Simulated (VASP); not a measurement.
These are r2SCAN meta-GGA, VASP's PBE PAW potentials (set 64) (plane waves; VASP) values and carry that method's errors.

VASP input:

File POSCAR:
```
Ca(CdAs)2
1
    4.4045962188    -0.0000000000    -0.0000000000
   -2.2022981094     3.8144920111     0.0000000000
    0.0000000000     0.0000000000     7.1814490898
Ca Cd As
1 2 2
Direct
  0.0000000000   0.0000000000   0.0000000000
  0.3333330000   0.6666670000   0.6335544192
  0.6666670000   0.3333330000   0.3664455808
  0.3333330000   0.6666670000   0.2364119010
  0.6666670000   0.3333330000   0.7635880990
```

### KPOINTS
```
Automatic mesh
0
Gamma
5 5 3
0 0 0
```

**INCAR**
```
ALGO  =  Normal
EDIFF  =  1E-6
EDIFFG  =  -0.02
ENCUT  =  400
IBRION  =  2
ISIF  =  3
ISMEAR  =  0
LASPH  =  T
LCHARG  =  F
LMAXMIX  =  4
LMIXTAU  =  T
LREAL  =  F
LWAVE  =  F
METAGGA  =  R2SCAN
NELM  =  100
NSW  =  60
PREC  =  Accurate
SIGMA  =  0.05
SYSTEM  =  Ca(CdAs)2
```

POTCAR, in this order: Ca_sv Cd As (PBE.64 set). Program: vasp_std.

What will the output report for the number of irreducible k-points (NKPTS), number of bands (NBANDS), largest plane-wave count, number of space-group operations, FFT grid (NGX, NGY, NGZ)?

```json
{
  "number of irreducible k-points (NKPTS)": "12",
  "number of bands (NBANDS)": "26",
  "largest_plane_wave_count": "2204",
  "number_of_space_group_operations": "12",
  "FFT grid (NGX, NGY, NGZ)": "30 × 30 × 48"
}
```

The structure comes from a computed database's CaCd2As2 entry (P-3m1); how it stands against other phases isn't given here. It was relaxed first. The start is the result of an earlier pass.
